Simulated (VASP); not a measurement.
Consider the following.

```xyz
2
Lattice="0.0000 3.2661 3.2661 3.2661 0.0000 3.2661 3.2661 3.2661 0.0000" Properties=species:S:1:pos:R:3 pbc="T T T"
Sn     0.0000     0.0000     0.0000
Sn     1.6330     1.6330     1.6330
```

The numbers are results of r2SCAN+rVV10, VASP's PBE PAW potentials (set 64) (plane waves; VASP), not measurements. Run with 400 eV cut-off, 11×11×11 Γ-centred mesh, tetrahedra with Blöchl corrections, potentials Sn_d.

Task: Give the energies of bands 12 to 17 at the high-symmetry points, in eV from the Fermi level.

Result: 
```
band      Γ      X      U      L      W
----  -----  -----  -----  -----  -----
12    -0.50  -7.79  -7.29  -6.53  -7.73
13     0.00  -2.63  -3.54  -1.25  -3.20
14     0.00  -2.63  -2.26  -1.25  -3.20
15     0.00   0.88   1.17   0.07   3.58
16     2.20   0.88   3.50   3.33   3.58
17     2.20   8.03   5.98   3.33   4.16
```

It has no gap at this level: it comes out as a metal or semimetal.

The structure comes from a measured Sn entry (Fd-3m) of the Crystallography Open Database, whose conditions weren't checked. It was relaxed first.
